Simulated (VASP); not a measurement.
A convergence study with VASP on HgS (zinc blende): one setting is varied, all else stays as given below, so the limit is that of these other settings.

```
HgS
1.0
    0.00000     2.92500     2.92500
    2.92500     0.00000     2.92500
    2.92500     2.92500     0.00000
Hg S
1 1
Cartesian
  0.00000   0.00000   0.00000
  1.46250   1.46250   1.46250
```

Calculation: PBE GGA, VASP's PBE PAW potentials (set 64) (plane waves; VASP 6.6.1). The tightest run used: 550 eV cut-off, 17×17×17 Γ-centred mesh, tetrahedra with Blöchl corrections, potentials Hg S.

The reference is 17×17×17 mesh, which took about 4 core-minutes. Costs are core time on shared hosts, one run each; read them as rough ratios.

Q: Of the settings 3×3×3 mesh; 4×4×4 mesh; 5×5×5 mesh; 6×6×6 mesh; 7×7×7 mesh; 8×8×8 mesh; 9×9×9 mesh; 10×10×10 mesh; 11×11×11 mesh; 12×12×12 mesh; 13×13×13 mesh; 14×14×14 mesh; 15×15×15 mesh; 16×16×16 mesh; 17×17×17 mesh, which is the lowest that keeps the difference from the reference in E (eV/atom) within 0.01 from there on, and what does it cost?

A: 5×5×5 mesh; its cost over the reference is about 1/9.
| setting | difference in E (eV/atom) | cost over the reference |
|---|---|---|
| 3×3×3 mesh | 0.1041 | about 1/20 |
| 4×4×4 mesh | 0.0270 | about 1/10 |
| 5×5×5 mesh | 0.0084 | about 1/9 |
| 6×6×6 mesh | 0.0031 | about 1/7 |
| 7×7×7 mesh | 0.0013 | about 1/5 |
| 8×8×8 mesh | 0.0006 | about 1/4 |
| 9×9×9 mesh | 0.0003 | about 1/4 |
| 10×10×10 mesh | 0.0002 | about 1/3 |
| 11×11×11 mesh | 0.0001 | about 1/3 |
| 12×12×12 mesh | 0.0001 | within a factor of 2 |
| 13×13×13 mesh | 0.0000 | within a factor of 2 |
| 14×14×14 mesh | 0.0000 | within a factor of 2 |
| 15×15×15 mesh | 0.0000 | within a factor of 2 |
| 16×16×16 mesh | 0.0000 | within a factor of 2 |
| 17×17×17 mesh | 0.0000 | reference |

Left out are rungs that failed or repeat a setting and relaxations that didn't move; long series are thinned to 24 rows.

The compound is HgS in the zinc blende structure, metacinnabar; cinnabar is the stable form. The cell was not relaxed at this level.
